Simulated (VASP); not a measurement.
Given:

```yaml
crystal:
  lattice:
    - [0.00000, 3.30000, 3.30000]
    - [3.30000, 0.00000, 3.30000]
    - [3.30000, 3.30000, 0.00000]
  atoms:
    - { symbol: K, position: [0.00000, 0.00000, 0.00000] }
    - { symbol: Br, position: [0.50000, 0.50000, 0.50000] }
```

All values below come from PBE GGA with spin-orbit coupling, VASP's PBE PAW potentials (set 64) (plane waves; VASP). Numerical set-up: 400 eV cut-off, 6×6×6 Γ-centred mesh, Gaussian smearing of 0.050 eV, potentials K_sv Br.

Task: What does the run give for the energy per atom (σ→0), band gap (on the k-mesh) with the smallest direct gap where there is one?

Result: 
```yaml
band gap (on the k-mesh): 4.27 eV
smallest direct gap (on the k-mesh): 4.27 eV
energy per atom (σ→0): -3.122 eV/atom
```

The compound is KBr in the rock salt structure. The cell was not relaxed at this level. The run is one of a series of settings (GGA_COMPAT = .FALSE., LSORBIT = .TRUE., MAGMOM = 0 0 0 0 0 0, program vasp_ncl against the base run), some of them coarse on purpose.
